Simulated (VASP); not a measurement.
Given:

```
Nb3Sn
1.0
    5.41934     0.00000     0.00000
    0.00000     5.41934     0.00000
    0.00000     0.00000     5.41934
Nb Sn
6 2
Direct
  0.25000   0.00000   0.50000
  0.75000   0.00000   0.50000
  0.50000   0.75000   0.00000
  0.50000   0.25000   0.00000
  0.00000   0.50000   0.75000
  0.00000   0.50000   0.25000
  0.00000   0.00000   0.00000
  0.50000   0.50000   0.50000
```

All values below come from PBEsol GGA, VASP's PBE PAW potentials (set 64) (plane waves; VASP 6.6.1). Run with EDIFF = 1E-04, 240 eV cut-off, 6×6×6 Γ-centred mesh, Fermi-Dirac smearing of 0.050 eV, potentials Nb_sv Sn_d.

At this cut-off the stress carries a Pulay error, which pulls relaxed volumes low.  Energy and stress use the plane-wave basis of the starting cell.

### Question
The ions, cell shape and volume are relaxed. Predict the relaxed structure.

### Answer

```
Nb3Sn
1.0
    5.20738     0.00000     0.00000
    0.00000     5.20738     0.00000
    0.00000     0.00000     5.20738
Nb Sn
6 2
Direct
  0.25000   0.00000   0.50000
  0.75000   0.00000   0.50000
  0.50000   0.75000   0.00000
  0.50000   0.25000   0.00000
  0.00000   0.50000   0.75000
  0.00000   0.50000   0.25000
  0.00000   0.00000   0.00000
  0.50000   0.50000   0.50000
```
Space group Pm-3n (223), at a tolerance of 0.03 Å.

### Question
How do energy and volume change from the first to the last step?

### Answer
The energy (σ→0) changes by -183.6 meV/atom and the volume by -11.3 %, in 5 ionic steps.

The structure comes from a computed database's Nb3Sn entry; how it stands against other phases isn't given here. This run relaxes it. Symmetry was kept, so distortions that lower it aren't found. The run is one of a series of settings (EDIFF = 1E-04, EDIFFG = -0.01, ENCUT = 240, IBRION = 2, ISIF = 3, NSW = 50, KPOINTS 6×6×6 Γ-centred mesh against the base run), some of them coarse on purpose.
